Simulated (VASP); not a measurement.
Runs of VASP 6.6.1 on C. Symmetry: P6_3/mmc, No. 194, hexagonal system. Conventional cell: a = 2.456 Å, b = 2.456 Å, c = 6.696 Å, α = 90.00°, β = 90.00°, γ = 120.00°. C (site symmetry -6m2) is surrounded by 3 C at 1.42 Å. Around C (site symmetry -6m2) lie 3 C at 1.42 Å. 

```tsv
k mesh	cutoff (eV)	mesh quality	gap on the mesh (eV)	pressure (GPa)
6 × 6 × 2	520	coarse	none	(a)
15 × 15 × 6	520	not flagged	none	3.8
12 × 12 × 4	400	not flagged	none	-
12 × 12 × 4	700	not flagged	none	3.2
12 × 12 × 4	520	not flagged	none	3.8
```

Alike in all rows: task single point; level PBE+D3(BJ); potentials or basis VASP PAW PBE potentials, release 64 (C); no spin polarisation; cell as given; smearing gaussian 0.02 eV.

Problem. Estimate the missing entries.

Solution. (a) 4.0.

Caveats: some runs use coarse meshes; the cutoff is under 1.25 times the usual one of these potentials, so pressure, stress and relaxed cells hold a basis-set (Pulay) error (some runs).

A gap of «none» marks a metal or a gap under the smearing width.
